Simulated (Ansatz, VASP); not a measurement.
# SrC2 in two plane-wave programs

Wanted: the spread between two codes on one cell, functional and k mesh. The structure shown is frame 20 of Ansatz's trajectory.

Method: plane waves, with VASP 6.6.1 beside it; single point at r2SCAN, in Ansatz 0.2.0.

**1. The starting structure**

The cell holds 24 atoms: 8 Sr and 16 C. Cell: a = 7.045 Å, b = 8.888 Å, c = 8.888 Å, α = 60.4°, β = 75.2°, γ = 75.2°. It derives from SrC2. As first built, before any earlier steps moved the atoms (in the runner's words): kind md; temperature_k 600.

**2. Ansatz: dynamics, r2SCAN**

Ansatz runs on its default PAW (the set named soft_2) files.

One frame of this run of dynamics is then solved in both programs, so the motion causes no difference.

Contents of input.yaml:

```yaml
crystal:
  lattice:
    - [-7.0455, 0.0, 0.0]
    - [-2.2746643701, -4.4681, 7.3391832627]
    - [-2.2746643701, 4.4681, 7.3391832627]
  atoms:
    - { symbol: Sr, position: [0.0, 0.46665, 0.28335] }
    - { symbol: Sr, position: [0.0, 0.96665, 0.78335] }
    - { symbol: Sr, position: [0.5, 0.21665, 0.53335] }
    - { symbol: Sr, position: [0.5, 0.71665, 0.03335] }
    - { symbol: Sr, position: [0.0, 0.53335, 0.71665] }
    - { symbol: Sr, position: [0.0, 0.03335, 0.21665] }
    - { symbol: Sr, position: [0.5, 0.28335, 0.96665] }
    - { symbol: Sr, position: [0.5, 0.78335, 0.46665] }
    - { symbol: C, position: [0.222, 0.613, 0.948] }
    - { symbol: C, position: [0.222, 0.113, 0.448] }
    - { symbol: C, position: [0.722, 0.363, 0.198] }
    - { symbol: C, position: [0.722, 0.863, 0.698] }
    - { symbol: C, position: [0.778, 0.802, 0.137] }
    - { symbol: C, position: [0.778, 0.302, 0.637] }
    - { symbol: C, position: [0.278, 0.552, 0.387] }
    - { symbol: C, position: [0.278, 0.052, 0.887] }
    - { symbol: C, position: [0.778, 0.387, 0.052] }
    - { symbol: C, position: [0.778, 0.887, 0.552] }
    - { symbol: C, position: [0.278, 0.137, 0.302] }
    - { symbol: C, position: [0.278, 0.637, 0.802] }
    - { symbol: C, position: [0.222, 0.198, 0.863] }
    - { symbol: C, position: [0.222, 0.698, 0.363] }
    - { symbol: C, position: [0.722, 0.948, 0.113] }
    - { symbol: C, position: [0.722, 0.448, 0.613] }
kpoints:
  mp_grid: { grid: [2, 2, 2] }
scf:
  occupations: { method: fermi_dirac, width: 0.05 }
  n_extra_bands: 25
hamiltonian:
  xc: r2scan
  pseudopotentials: { kind: paw }
output:
  forces: true
md:
  timestep: 1.0
  n_steps: 60
  ensemble: nvt_langevin
  temperature: 600
  seed: 20
```

Started as:

```
$ ansatz run input.yaml --threads 4 --pin off --max-ram 10240MiB --backend cpu --events-out ev --progress --plain --runs-dir out
```

Numbers of over 12 decimals in the logs are rounded to 6 here.

The log of the run:

```text
Warning: md: disabling space-group detection — thermal motion breaks the input geometry's symmetry, so no spatial operation reduces the k-mesh or symmetrises the density; time reversal is kept, so that k and −k are solved as one point where they differ and the mesh holds both, and exact exchange and, on two spinor components, a DFT+U term hold to it where the run has them: on two components no moment then forms, and  [...]
scf.n_extra_bands = 25 over 72 filled bands (N_el = 144.0): the run solves 97 bands
Engine: ansatz 0.2.0, x86_64-unknown-linux-gnu
Pseudopotentials: kind: paw
Pseudopotential: Sr, paw, valence charge 10, recommended cutoff 500 eV (meta_gga), Sr.paw.azcp
Pseudopotential: C, paw, valence charge 4, recommended cutoff 500 eV (meta_gga), C.paw.azcp
Functional definition: r2SCAN
  parameter k0 = 0.174
  parameter k1 = 0.065
  parameter a1 = 4.9479
  exchange = r2scan_x(k0 = k0, k1 = k1, a1 = a1)
  correlation = r2scan_c
Crystal: 24 atoms, lattice volume = 462.075 Å³
Basis set: ecut = 500 eV, 11711 PW (Γ), exchange–correlation on 216×288×288 points (64 copies of the dense FFT grid, shifted against one another)
Bands: 97, of which v1, the nominal top of the filled ones, is band 72 counted from 1 (71 counted from 0)
Symmetry: 1 space group operations
k-points: 8
Non-local potential: Sr, projectors of the file, l = 0: 3, l = 1: 2, l = 2: 2
Non-local potential: C, projectors of the file, l = 0: 2, l = 1: 2, l = 2: 1
PAW form: soft (Blöchl's): semilocal exchange-correlation on the pseudo side does not see the compensation charge
PAW frozen core: Sr, regenerated for the run's functional (the file was generated under x = pbe(κ = 0.804, μ = 0.219515), c = pbe(β = 0.066725))
PAW frozen core: C, regenerated for the run's functional (the file was generated under x = pbe(κ = 0.804, μ = 0.219515), c = pbe(β = 0.066725))
PAW one-centre angular grid: Sr, 302 points (default); XC on 160 Gauss nodes
PAW one-centre angular grid: C, 302 points (default); XC on 239 of its mesh's 2573 points in the sphere
Initial density: superposition of atomic densities (neutral atoms: chi_scale 0, normalization atom), corrected by the library's trained network
Initial wavefunctions: pseudopotential atomic-orbital guess
Functional: x = r2scan, c = r2scan; τ floored in thin density (d = 2e-4 eV/Å³)
SCF iter   1: F=—  HF=-32468.837075 eV  |F-HF|=—  |Δ(HF+E_count)|=         —  Δρ=4.63e-3  dr2=5.90e-2  dr2_τ=3.69e0  ethr=1.77e-3  ⟨swp⟩=9.5  Hψ=4546  notcnv=0  defer=39
preconditioner: auto → Resta (q_TF=auto, 2.246 Å⁻¹)  ε∞=2.9  [insulator: Δε(μ)=2.878 eV  Ē_g=14.298 eV  σ=0.050 eV  W_gap=1.00  n_scr=90 (ndim 8)  ℏωp=19.5 eV  f_vac=0.000  D(μ)=0.00/eV (n_scr^D=0)  ε∞_Penn≈2.9]
SCF iter   2: F=—  HF=-32468.991491 eV  |F-HF|=—  |Δ(HF+E_count)|=   1.54e-1  Δρ=3.23e-3  dr2=2.25e-2  dr2_τ=1.79e-3  ethr=4.10e-5  ⟨swp⟩=2.8  Hψ=1543  notcnv=0  defer=151
SCF iter   3: F=—  HF=-32468.961825 eV  |F-HF|=—  |Δ(HF+E_count)|=   2.97e-2  Δρ=6.58e-4  dr2=2.31e-3  dr2_τ=6.11e-4  ethr=1.56e-5  ⟨swp⟩=2.6  Hψ=1147  notcnv=0  defer=151
SCF iter   4: F=—  HF=-32468.961414 eV  |F-HF|=—  |Δ(HF+E_count)|=   4.12e-4  Δρ=2.69e-4  dr2=1.35e-4  dr2_τ=1.48e-5  ethr=1.60e-6  ⟨swp⟩=2.0  Hψ=944  notcnv=0  defer=151
SCF iter   5: F=—  HF=-32468.961380 eV  |F-HF|=—  |Δ(HF+E_count)|=   3.40e-5  Δρ=5.22e-5  dr2=8.65e-6  dr2_τ=9.24e-7  ethr=9.36e-8  ⟨swp⟩=2.8  Hψ=1136  notcnv=0  defer=151
SCF iter   6: F=—  HF=-32468.960876 eV  |F-HF|=—  |Δ(HF+E_count)|=   5.03e-4  Δρ=1.48e-5  dr2=1.15e-6  dr2_τ=1.44e-7  ethr=6.01e-9  ⟨swp⟩=2.8  Hψ=1193  notcnv=0  defer=151
SCF iter   7: F=—  HF=-32468.960876 eV  |F-HF|=—  |Δ(HF+E_count)|=   1.11e-7  Δρ=7.66e-6  dr2=3.45e-7  dr2_τ=3.45e-8  ethr=7.97e-10  ⟨swp⟩=2.0  Hψ=945  notcnv=0  defer=151
SCF iter   8: F=-32468.960876 eV  HF=-32468.960876 eV  |F-HF|=9.66e-9  |Δ(HF+E_count)|=   2.07e-8  Δρ=2.05e-6  dr2=1.53e-8  dr2_τ=1.98e-9  ethr=1.67e-11  ⟨swp⟩=4.0  Hψ=3127  notcnv=0
SCF 1 converged in 8 iterations: F = -32468.960876 eV  dr2 = 1.53e-8
  greatest PAW one-centre occupation: 0.988 electrons in one spin orbital (limit 2), on the Sr atom at site 0 (counted from 0), in its partial waves of l = 0
md step     0: t =     0.00 fs  T =     0.0 K  F+E_penalty+E_count = -32468.96087622 eV  E_kin = 0.000000 eV  (8 SCF iters)
[...]
md step    56: t =    56.00 fs  T =   616.0 K  F+E_penalty+E_count = -32470.13406906 eV  E_kin = 1.910976 eV  (6 SCF iters)
[...]
md step    57: t =    57.00 fs  T =   636.2 K  F+E_penalty+E_count = -32470.20310975 eV  E_kin = 1.973560 eV  (6 SCF iters)
[...]
md step    58: t =    58.00 fs  T =   594.3 K  F+E_penalty+E_count = -32470.00792193 eV  E_kin = 1.843776 eV  (6 SCF iters)
[...]
md step    59: t =    59.00 fs  T =   485.2 K  F+E_penalty+E_count = -32469.64424037 eV  E_kin = 1.505111 eV  (6 SCF iters)
[...]
md step    60: t =    60.00 fs  T =   382.3 K  F+E_penalty+E_count = -32469.27270421 eV  E_kin = 1.186092 eV  (8 SCF iters)
SCF converged after 8 iterations
the last check of whether an eigenvalue changes by more than its tolerance under the output density was not made (final_scf_spared)
Free energy (F): -32469.272704 eV
Harris-Foulkes:  -32469.272704 eV  (|F-HF|=1.44e-9)
Internal energy: -32469.272704 eV  (E = F + TS)
E sigma→0 (E₀):  -32469.272704 eV
Fermi energy:    5.504157 eV
--- Per-component energies (eV) ---
  E_band       = -984.485380
  E_kinetic    = 3322.850461
  E_local      = -7208.940949  (includes V_loc(G=0)·N_el)
  E_nonlocal   = 2050.234888
  E_hartree    = 1793.791190
  E_xc         = -2048.339692
  E_vxc        = -2441.483527  (∫ρ·V_xc dr)
  E_paw        = -23328.975059  (= ΣΔE_a)
  E_vpaw       = -426.952883  (= ΣTr[D̂ρ^β])
  E_aug_tail   = 0.000050  (compensation charges beyond the density's cutoff)
  E_vtau       = 132.223396  (kinetic-family band-sum trace: ∫τ·v_τ [+ j·A + Jᵃ·Aᵃ] dr)
  E_ewald      = -7048.328920
  E_core_change = -1.564672  (= ΣΔE_core)
  E_smearing   = -0.000000  (= −TS)
  E_closure    = -0.000000  (closes the sum)
  Σ components = -32469.272704   (vs F -32469.272704, Δ=0.00e0)
--- Forces (eV/Å), atoms counted from 1 ---
  atom   1  Sr     0.40243573     0.07391386    -0.14273685
  atom   2  Sr    -0.17534923    -0.08155521    -0.37935531
  atom   3  Sr     0.11031607     0.24299633     0.04157591
  atom   4  Sr    -0.29907819    -0.02082730    -0.12301852
  atom   5  Sr    -0.38622802    -0.58506152    -0.34426876
  atom   6  Sr    -0.04936436    -0.34157767     0.47054767
  atom   7  Sr     0.50838007     0.08896133    -0.40574392
  atom   8  Sr     0.24752136     0.02580121     0.31040136
  atom   9  C     -0.36932237    -3.27613972     0.01644525
  atom  10  C     -0.33784776    -2.87842993    -3.39654867
  atom  11  C     -0.08774983    -3.00305215    -2.07396447
  atom  12  C     -1.02752920    -3.55853903    -1.45494135
  atom  13  C      0.15711701    -2.81461837     1.52058310
  atom  14  C     -0.14336988    -4.24880501     1.60389086
  atom  15  C      0.33236660    -3.79721001     1.06578963
  atom  16  C      0.90753153    -3.07875713     3.08732067
  atom  17  C      0.14748338     3.61176133     2.61810819
  atom  18  C      1.25186806     3.61942955     1.50221815
  atom  19  C      0.15515756     3.03641705     3.16601831
  atom  20  C      0.49896383     3.02540584    -0.15015572
  atom  21  C     -0.76587215     2.75564896    -3.13639534
  atom  22  C     -0.81198188     4.11679872    -1.56642476
  atom  23  C     -0.23240058     3.32661260    -1.00109771
  atom  24  C     -0.03304766     3.76085602    -1.22821710
  max |Σ_I F_I| component: 3.06e-5 eV/Å
--- MD trajectory: 60 steps, t = 0.0 → 60.0 fs ---
  final state: T = 382.3 K   F+E_penalty+E_count = -32469.27270421 eV   E_kin = 1.186092 eV
```

Reading the cycles: dr2 is the Hartree energy of the density residual (eV), the measure of convergence; HF is the Harris–Foulkes estimate of the energy, which meets the free energy F at convergence.

(Continued in part 2 of 2.)

[Lines on the potential files, build, host, timing and source positions are cut from VASP's logs without a mark.]

[Logs are printed without paths, hosts, clocks, repeated set-up lines and the standing remarks that a program may print on its own settings, such as how far it seeks lower states.]

[Hosts, paths, dates, database ids (printed as entryN), source tags and the programs' standing remarks are cut or masked in the printed files.]
